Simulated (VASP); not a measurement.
Data:

```xyz
2
Lattice="0.0000 2.7409 2.7409 2.7409 0.0000 2.7409 2.7409 2.7409 0.0000" Properties=species:S:1:pos:R:3 pbc="T T T"
W      0.0000     0.0000     0.0000
Sb     2.7409     2.7409     2.7409
```

Calculation: PBEsol GGA, VASP's PBE PAW potentials (set 64) (plane waves; VASP). Run with 400 eV cut-off, Gaussian smearing of 0.050 eV, potentials W_sv Sb.

Give the energies of bands 6 to 12 at the high-symmetry points, in eV from the Fermi level.

```json
[
 {"band": "6", "Γ": "-1.65", "X": "-5.12", "U": "-5.20", "L": "-7.34", "W": "-4.69"},
 {"band": "7", "Γ": "-1.65", "X": "-3.17", "U": "-4.89", "L": "-4.07", "W": "-4.62"},
 {"band": "8", "Γ": "-1.65", "X": "-1.80", "U": "-3.23", "L": "-4.07", "W": "-4.62"},
 {"band": "9", "Γ": "-1.08", "X": "-1.80", "U": "-1.46", "L": "0.00", "W": "-0.04"},
 {"band": "10", "Γ": "-1.08", "X": "-0.28", "U": "0.29", "L": "0.00", "W": "0.18"},
 {"band": "11", "Γ": "0.84", "X": "0.16", "U": "1.02", "L": "0.33", "W": "0.18"},
 {"band": "12", "Γ": "0.84", "X": "0.68", "U": "1.16", "L": "3.48", "W": "0.68"}
]
```

It has no gap at this level: it comes out as a metal or semimetal.

The structure was generated: WSb was put into the rock salt type (Fm-3m), which need not be its known phase. It was relaxed first, which changed the volume by -40 %. The electron count is odd and the run is not spin-polarised, which forces a metal.
